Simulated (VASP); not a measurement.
Consider the following.

```
CELL_PARAMETERS angstrom
      2.95881     0.00000     0.00000
     -1.47941     2.56240     0.00000
      0.00000     0.00000    14.89671
ATOMIC_POSITIONS crystal
  Ir 0.66667 0.33333 0.50000
  O  0.33333 0.66667 0.42061
  O  0.33333 0.66667 0.57939
```

The numbers are results of PBEsol GGA, VASP's PBE PAW potentials (set 64) (plane waves; VASP), not measurements. Numerical set-up: 520 eV cut-off, Gaussian smearing of 0.050 eV, potentials Ir O.

The cell holds a wide vacuum, so values per volume refer to the whole cell.

### Question
Give the energies of bands 4 to 13 at the high-symmetry points, in eV from the Fermi level.

### Answer

| band | Γ | M | K |
|---|---|---|---|
| 4 | -6.96 | -6.82 | -6.95 |
| 5 | -6.96 | -6.71 | -6.34 |
| 6 | -5.43 | -6.57 | -6.20 |
| 7 | -5.43 | -4.77 | -4.74 |
| 8 | -3.21 | -3.50 | -4.12 |
| 9 | -1.52 | -2.87 | -3.52 |
| 10 | -0.07 | -0.83 | -2.12 |
| 11 | -0.07 | -0.67 | 0.58 |
| 12 | 0.18 | 0.72 | 0.82 |
| 13 | 0.18 | 1.79 | 2.14 |

It has no gap at this level: it comes out as a metal or semimetal.

The cell is a sheet with vacuum, built from a generated structure.
